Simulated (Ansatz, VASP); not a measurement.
# Cross-check of SnAs between VASP and Ansatz

Aim: how closely do two programs agree when they are given the same cell, functional and k mesh? The cell is taken from a series of runs on this material, whose earlier steps may have relaxed, scaled, displaced or heated it; both programs get it as it stands.

Program: Ansatz 0.2.0. Level of theory: plane waves, with VASP 6.6.1 beside it; relaxation of cell and atoms at PBEsol, spin-orbit coupling. Results are calculated unless marked as measured.

**1. Starting point**

Symmetry: Fm-3m, No. 225, cubic system. The conventional cell has a = 5.714 Å, b = 5.714 Å, c = 5.714 Å, α = 90.00°, β = 90.00°, γ = 90.00°. Nearest to Sn lie 6 As at 2.86 Å. Nearest to As lie 6 Sn at 2.86 Å. Farther neighbours are not listed.

As a file:

```
Sn As
1.0
     0.00000    2.85705    2.85705
     2.85705    0.00000    2.85705
     2.85705    2.85705    0.00000
Sn As
1 1
Direct
  0.00000 0.00000 0.00000
  0.50000 0.50000 0.50000
```

**2. VASP: relaxation of cell and atoms, PBEsol, spin-orbit coupling**

The relaxed volume is the usual yardstick between codes: in a stiff, nearly cubic crystal its relative difference is about their pressure difference at one cell divided by the bulk modulus.

Lines of VASP's logs that name or quote its potential files are left out, and so is its time.

INCAR

```
SYSTEM = SnAs
PREC = Accurate
ENCUT = 500
EDIFF = 1E-07
NELM = 200
ISMEAR = -1
SIGMA = 0.15
LREAL = .FALSE.
ALGO = Normal
GGA = PS
LNONCOLLINEAR = .TRUE.
MAGMOM = 0 0 0 0 0 0
NBANDS = 30
GGA_COMPAT = .FALSE.
LASPH = .TRUE.
LSORBIT = .TRUE.
LORBIT = 11
LWAVE = .FALSE.
LCHARG = .FALSE.
ISIF = 3
IBRION = 2
NSW = 80
EDIFFG = -0.005
NELMIN = 4
KPAR = 2
```

POSCAR

```
SnAs
1.0
    0.0000000000      2.8570460000      2.8570460000
    2.8570460000      0.0000000000      2.8570460000
    2.8570460000      2.8570460000      0.0000000000
Sn As
1 1
Direct
    0.0000000000      0.0000000000      0.0000000000
    0.5000000000      0.5000000000      0.5000000000
```

KPOINTS

```
Automatic mesh
0
Gamma
16 16 16
0 0 0
```

The projector-augmented-wave data sets are Sn_d and As (PBE family, release 64).

Launch:

```
mpirun -np 2 vasp_ncl
```

Numbers of over 12 decimals in the logs are rounded to 6 here.

Log:

```text
[banner, memory and clock lines left out]
running    2 mpi-ranks, on    1 nodes
 distrk:  each k-point on    1 cores,    2 groups
 distr:  one band on    1 cores,    1 groups

 POSCAR found type information on POSCAR SnAs
 POSCAR found :  2 types and       2 ions
|                                                                             |
|               ----> ADVICE to this user running VASP <----                  |
|                                                                             |
|     You enforced a specific xc type in the INCAR file but a different       |
|     [... a line on the potential file left out ...]
|     I HOPE YOU KNOW WHAT YOU ARE DOING!                                     |
|                                                                             |

 LDA part: xc-table for (Slater+PW92), standard interpolation
 POSCAR, INCAR and KPOINTS ok, starting setup
 FFT: planning ... GRIDC
 FFT: planning ... GRID_SOFT
 FFT: planning ... GRID
 WAVECAR not read
 entering main loop
       N       E                     dE             d eps       ncg     rms          rms(c)
DAV:   1     0.166894115763E+03    0.16689E+03   -0.86426E+03  9174   0.163E+03
DAV:   2     0.122571997071E+02   -0.15464E+03   -0.14907E+03  8732   0.458E+02
DAV:   3    -0.884363320807E+01   -0.21101E+02   -0.20705E+02 10524   0.139E+02
DAV:   4    -0.971158673314E+01   -0.86795E+00   -0.86499E+00 10384   0.294E+01
DAV:   5    -0.973690538308E+01   -0.25319E-01   -0.25316E-01 12058   0.519E+00    0.280E+00
DAV:   6    -0.963698032298E+01    0.99925E-01   -0.16544E-01 12354   0.491E+00    0.164E+00
DAV:   7    -0.962958993146E+01    0.73904E-02   -0.50014E-02 11178   0.171E+00    0.679E-01
DAV:   8    -0.962865027928E+01    0.93965E-03   -0.27148E-03 10598   0.520E-01    0.391E-01
DAV:   9    -0.962847207208E+01    0.17821E-03   -0.70456E-04 10382   0.266E-01    0.489E-02
DAV:  10    -0.962845912579E+01    0.12946E-04   -0.15535E-04 11644   0.163E-01    0.277E-02
DAV:  11    -0.962845883892E+01    0.28688E-06   -0.21077E-05 10454   0.496E-02    0.319E-03
DAV:  12    -0.962845927367E+01   -0.43475E-06   -0.18725E-06 11690   0.109E-02    0.152E-03
DAV:  13    -0.962845925758E+01    0.16093E-07   -0.51085E-08  6788   0.189E-03
   1 F= -.96284593E+01 E0= -.96016439E+01  d E =-.962846E+01  mag=    -0.0000    -0.0000    -0.0000
 curvature:   0.00 expect dE= 0.000E+00 dE for cont linesearch  0.000E+00
 trial: gam= 0.00000 g(F)=  0.272E-61 g(S)=  0.217E-03 ort = 0.000E+00 (trialstep = 0.100E+01)
 search vector abs. value=  0.217E-03
 bond charge predicted
       N       E                     dE             d eps       ncg     rms          rms(c)
DAV:   1    -0.963092354284E+01   -0.24643E-02   -0.51606E-02 10976   0.390E+00    0.266E-01
DAV:   2    -0.962902762644E+01    0.18959E-02   -0.31885E-03 10874   0.101E+00    0.122E-01
DAV:   3    -0.962853698883E+01    0.49064E-03   -0.13368E-03 11468   0.625E-01    0.205E-02
DAV:   4    -0.962852524342E+01    0.11745E-04   -0.64509E-05  9620   0.936E-02    0.108E-02
DAV:   5    -0.962852028479E+01    0.49586E-05   -0.30626E-06 11304   0.176E-02    0.668E-03
DAV:   6    -0.962851684898E+01    0.34358E-05   -0.12354E-06 11658   0.113E-02    0.127E-03
DAV:   7    -0.962851653456E+01    0.31442E-06   -0.32552E-07 10004   0.968E-03    0.487E-04
DAV:   8    -0.962851654939E+01   -0.14835E-07   -0.33237E-08  5154   0.315E-03
   2 F= -.96285165E+01 E0= -.96015334E+01  d E =-.572918E-04  mag=     0.0000     0.0000     0.0000
 trial-energy change:   -0.000057  1 .order   -0.000059   -0.000217    0.000099
 step:   0.6799(harm=  0.6864)  dis= 0.00000  next Energy=    -9.628532 (dE=-0.732E-04)
 bond charge predicted
       N       E                     dE             d eps       ncg     rms          rms(c)
DAV:   1    -0.962877962928E+01   -0.26309E-03   -0.52644E-03 10976   0.124E+00    0.855E-02
DAV:   2    -0.962858345070E+01    0.19618E-03   -0.32867E-04 10844   0.325E-01    0.391E-02
DAV:   3    -0.962853427114E+01    0.49180E-04   -0.13572E-04 11376   0.200E-01    0.658E-03
DAV:   4    -0.962853398071E+01    0.29043E-06   -0.65803E-06  9632   0.298E-02    0.347E-03
DAV:   5    -0.962853388476E+01    0.95950E-07   -0.30828E-07 10868   0.559E-03
   3 F= -.96285339E+01 E0= -.96016047E+01  d E =-.746272E-04  mag=    -0.0000    -0.0000    -0.0000
 curvature:  -0.34 expect dE=-0.247E-05 dE for cont linesearch -0.247E-05
 trial: gam=-0.14913 g(F)=  0.157E-59 g(S)=  0.721E-05 ort = 0.395E-04 (trialstep = 0.936E+00)
 search vector abs. value=  0.240E-06
 reached required accuracy - stopping structural energy minimisation
```

Parts of OUTCAR (step 2):

```text
ion  position               nearest neighbor table
   1  0.000  0.000  0.000-   2 2.86   2 2.86   2 2.86   2 2.86   2 2.86   2 2.86
   2  0.500  0.500  0.500-   1 2.86   1 2.86   1 2.86   1 2.86   1 2.86   1 2.86

  LATTYP: Found a face centered cubic cell.
 ALAT       =     5.7140920000

 Subroutine GETGRP returns: Found 48 space group operations
 (whereof 48 operations were pure point group operations)

The static configuration has the point symmetry O_h .

 Found    145 irreducible k-points:

   k-points           NKPTS =    145   k-points in BZ     NKDIM =    145   number of bands    NBANDS=     30

   dimension x,y,z NGX =    30 NGY =   30 NGZ =   30
   dimension x,y,z NGXF=    60 NGYF=   60 NGZF=   60

   ENCUT  =  500.0 eV  36.75 Ry    6.06 a.u.   7.37  7.37  7.37*2*pi/ulx,y,z

   NELECT =      19.0000    total number of electrons

 k-points in reciprocal lattice and weights: Automatic mesh
   0.00000000  0.00000000  0.00000000       0.000
   0.06250000  0.00000000  0.00000000       0.002
   0.12500000  0.00000000  0.00000000       0.002
   0.18750000  0.00000000  0.00000000       0.002
   0.25000000  0.00000000  0.00000000       0.002
   0.31250000  0.00000000  0.00000000       0.002
   0.37500000  0.00000000  0.00000000       0.002
   0.43750000  0.00000000  0.00000000       0.002
   0.50000000  0.00000000  0.00000000       0.001
[...]
-0.31250000  0.50000000  0.18750000       0.003
  -0.25000000  0.50000000  0.25000000       0.001

 average (electrostatic) potential at core
       1 -99.9051       2 -47.4719

 E-fermi :   6.9033

 k-point     1 :       0.0000    0.0000    0.0000
  band No.  band energies     occupation
    ...
     16       5.5521      0.99988
     17       5.9903      0.99773
     18       5.9903      0.99773
     19       5.9903      0.99773
     20       5.9903      0.99773
     21      11.9102      0.00000
     22      11.9102      0.00000
     23      12.6632      0.00000
     24      12.6632      0.00000
     25      12.6632      0.00000
    ...

 k-point     2 :       0.0625    0.0000    0.0000
  band No.  band energies     occupation
    ...
     16       5.6441      0.99977
     17       5.9935      0.99768
     18       5.9935      0.99768
     19       6.2722      0.98533
     20       6.2722      0.98533
     21      11.6297      0.00000
     22      11.6297      0.00000
     23      12.2496      0.00000
     24      12.2496      0.00000
     25      12.2944      0.00000
    ...

 k-point     3 :       0.1250    0.0000    0.0000
  band No.  band energies     occupation
    ...
     16       5.7008      0.99967
     17       6.0061      0.99748
     18       6.0061      0.99748
     19       6.8230      0.63068
     20       6.8230      0.63068
     21      11.0275      0.00000
     22      11.0275      0.00000
     23      11.5871      0.00000
     24      11.5871      0.00000
     25      11.5884      0.00000
    ...

  Total        0.0099826      0.0099826      0.0099826     -0.0000000      0.0000000     -0.0000000
  in kB        0.3419834      0.3419834      0.3419834     -0.0000000      0.0000000     -0.0000000
  external PRESSURE =       0.3419834 kB  Pullay stress =       0.0000000 kB

  energy-cutoff  :      500.00
  volume of cell :       46.77
      direct lattice vectors                 reciprocal lattice vectors
     0.000000000  2.859610435  2.859610435    -0.174848991  0.174848991  0.174848991
     2.859610435  0.000000000  2.859610435     0.174848991 -0.174848991  0.174848991
     2.859610435  2.859610435  0.000000000     0.174848991  0.174848991 -0.174848991

 POSITION                                       TOTAL-FORCE (eV/Angst)
 -----------------------------------------------------------------------------------
      0.00000      0.00000      0.00000         0.000000     -0.000000      0.000000
      2.85961      2.85961      2.85961        -0.000000      0.000000     -0.000000
 -----------------------------------------------------------------------------------
    total drift:                                0.000000      0.000000      0.000000

  FREE ENERGIE OF THE ION-ELECTRON SYSTEM (eV)
  ---------------------------------------------------
  free  energy   TOTEN  =        -9.6285338848 eV

  energy  without entropy=       -9.5746756043  energy(sigma->0) =       -9.60160474

 reached required accuracy - stopping structural energy minimisation

 Spin-Orbit-Coupling matrix elements
 Ion:    1  E_soc:     -0.0970605
 Ion:    2  E_soc:     -0.0276871

 total charge
# of ion       s       p       d       tot
------------------------------------------
    1        1.225   0.949  10.016  12.190
    2        1.268   1.438   0.034   2.740
--------------------------------------------------
tot          2.493   2.387  10.050  14.931

 magnetization (x)
# of ion       s       p       d       tot
------------------------------------------
    1        0.000   0.000  -0.000  -0.000
    2       -0.000   0.000  -0.000   0.000
--------------------------------------------------
tot         -0.000   0.000  -0.000  -0.000

 magnetization (y)
# of ion       s       p       d       tot
------------------------------------------
    1        0.000   0.000   0.000   0.000
    2        0.000   0.000  -0.000   0.000
--------------------------------------------------
tot          0.000   0.000   0.000   0.000

 magnetization (z)
# of ion       s       p       d       tot
------------------------------------------
    1        0.000   0.000  -0.000   0.000
    2        0.000   0.000  -0.000   0.000
--------------------------------------------------
tot          0.000   0.000  -0.000   0.000

[... 3 further parts left out ...]
```

CONTCAR:

```
SnAs
   1.00000000000000
     0.0000000000000000    2.8596104350661538    2.8596104350661538
     2.8596104350661538    0.0000000000000000    2.8596104350661538
     2.8596104350661538    2.8596104350661538    0.0000000000000000
  Sn              As
     1     1
Direct
     0.0000000000000000    0.0000000000000000    0.0000000000000000
     0.5000000000000000    0.5000000000000000    0.5000000000000000
```

[end of part 1 of 2]

[Lines on the potential files, build, host, timing and source positions are cut from VASP's logs without a mark.]

[Logs are printed without paths, hosts, clocks, repeated set-up lines and the standing remarks that a program may print on its own settings, such as how far it seeks lower states.]

[Hosts, paths, dates, database ids (printed as entryN), source tags and the programs' standing remarks are cut or masked in the printed files.]
